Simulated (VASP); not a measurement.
Input of a VASP 6.6.1 run:

File INCAR:

```
SYSTEM = Ti
PREC = Accurate
ENCUT = 600
EDIFF = 1E-7
ISMEAR = 1
SIGMA = 0.1
LREAL = .FALSE.
LASPH = .TRUE.
NELM = 80
ALGO = Normal
ISIF = 3
LWAVE = .FALSE.
LCHARG = .FALSE.
GGA = CA
IBRION = 2
NSW = 90
EDIFFG = -0.005
```

File KPOINTS:

```
Automatic mesh
0
G
  15 15 8
  0 0 0
```

Contents of POSCAR:

```
Ti                                      
1.0
    2.8647018806      0.0000000000      0.0000000000
   -1.4323509403      2.4809046029      0.0000000000
   -0.0000000000      0.0000000000      4.5225392757
  Ti            
     2
Direct
     0.3333333332999970    0.6666666667000030    0.2500000000000000
     0.6666666667000030    0.3333333332999970    0.7500000000000000
```

Potentials or basis: VASP PAW LDA potentials, release 64 (Ti_sv).

The run is started by

```sh
$ cat potpaw_LDA.64/Ti_sv/POTCAR > POTCAR
$ mpirun -np 1 vasp_std > vasp.out
```

(1) What does it give for the band gap on the k mesh?

## Answers

(1) none (metal or under the smearing width).

Caveat: the relaxation stopped at its first step, so nothing moved.
